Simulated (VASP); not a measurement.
Output of a VASP run:

**OSZICAR**
```
       N       E                     dE             d eps       ncg     rms          rms(c)
DAV:   1     0.111030811894E+03    0.11103E+03   -0.89041E+03  2016   0.134E+03
DAV:   2    -0.140739934181E+02   -0.12510E+03   -0.11814E+03  2384   0.334E+02
DAV:   3    -0.194769094950E+02   -0.54029E+01   -0.53186E+01  3028   0.616E+01
DAV:   4    -0.196496009051E+02   -0.17269E+00   -0.17258E+00  2560   0.104E+01
DAV:   5    -0.196534060013E+02   -0.38051E-02   -0.38049E-02  2956   0.134E+00    0.206E+01
DAV:   6    -0.164866376816E+02    0.31668E+01   -0.15759E+01  2296   0.274E+01    0.798E+00
DAV:   7    -0.163505044031E+02    0.13613E+00   -0.75881E-01  2388   0.699E+00    0.573E+00
DAV:   8    -0.163382728379E+02    0.12232E-01   -0.13916E-01  2188   0.343E+00    0.130E+00
DAV:   9    -0.163349378861E+02    0.33350E-02   -0.27284E-02  2544   0.110E+00    0.447E-01
DAV:  10    -0.163352174874E+02   -0.27960E-03   -0.18525E-03  2356   0.550E-01    0.314E-01
DAV:  11    -0.163350570343E+02    0.16045E-03   -0.60485E-04  2232   0.196E-01    0.176E-02
DAV:  12    -0.163350564334E+02    0.60094E-06   -0.11601E-05  3048   0.376E-02    0.120E-02
DAV:  13    -0.163350562309E+02    0.20246E-06   -0.38613E-07  2336   0.635E-03    0.128E-03
DAV:  14    -0.163350562408E+02   -0.99124E-08   -0.25171E-08  1268   0.123E-03
   1 F= -.16335056E+02 E0= -.16334985E+02  d E =-.212669E-03
```

OUTCAR:
```
------------------------ aborting loop because EDIFF is reached ----------------------------------------
  FORCE on cell =-STRESS in cart. coord.  units (eV):
  Direction    XX          YY          ZZ          XY          YZ          ZX
  --------------------------------------------------------------------------------------
  Total       -1.0769234     -1.0769234     -1.0769234      0.0000000     -0.0000000     -0.0000000
  in kB      -65.1927557    -65.1927557    -65.1927557      0.0000000     -0.0000000     -0.0000000
  external PRESSURE =     -65.1927557 kB  Pullay stress =       0.0000000 kB
  volume of cell :       26.47
      direct lattice vectors                 reciprocal lattice vectors
     0.000000000  2.365313369  2.365313369    -0.211388481  0.211388481  0.211388481
     2.365313369  0.000000000  2.365313369     0.211388481 -0.211388481  0.211388481
     2.365313369  2.365313369  0.000000000     0.211388481  0.211388481 -0.211388481
 POSITION                                       TOTAL-FORCE (eV/Angst)
 -----------------------------------------------------------------------------------
      0.00000      0.00000      0.00000         0.000000     -0.000000     -0.000000
      2.36531      2.36531      2.36531        -0.000000      0.000000      0.000000
 -----------------------------------------------------------------------------------
    total drift:                                0.000000      0.000000      0.000000
  FREE ENERGIE OF THE ION-ELECTRON SYSTEM (eV)
  ---------------------------------------------------
  free  energy   TOTEN  =       -16.3350562408 eV

  energy  without entropy=      -16.3348435722  energy(sigma->0) =      -16.33498535
```
(Selected blocks of OUTCAR.)

### POSCAR
```
ZrC
1
    0.0000000000     2.3653133688     2.3653133688
    2.3653133688     0.0000000000     2.3653133688
    2.3653133688     2.3653133688     0.0000000000
Zr C
1 1
Direct
  0.0000000000   0.0000000000   0.0000000000
  0.5000000000   0.5000000000   0.5000000000
```

Q: Write an INCAR and KPOINTS that could have produced this output.

A: This is not unique; one that fits is the input of the run itself, vdW-DF-cx, plane waves, VASP's PBE PAW potentials (set 64).

**KPOINTS**
```
Automatic mesh
0
Gamma
13 13 13
0 0 0
```

**INCAR**
```
AGGAC = 0.0
ALGO = Normal
EDIFF = 1E-7
ENCUT = 520
GGA = CX
ISIF = 2
ISMEAR = 1
LASPH = T
LCHARG = F
LMAXMIX = 4
LREAL = F
LUSE_VDW = T
LWAVE = F
NELM = 100
PREC = Accurate
SIGMA = 0.1
SYSTEM = ZrC
```

POTCAR, in this order: Zr_sv C (PBE.64 set). Program: vasp_std.

The compound is ZrC in the rock salt structure. This cell is one point of a volume scan, at 1.03 of the reference volume.
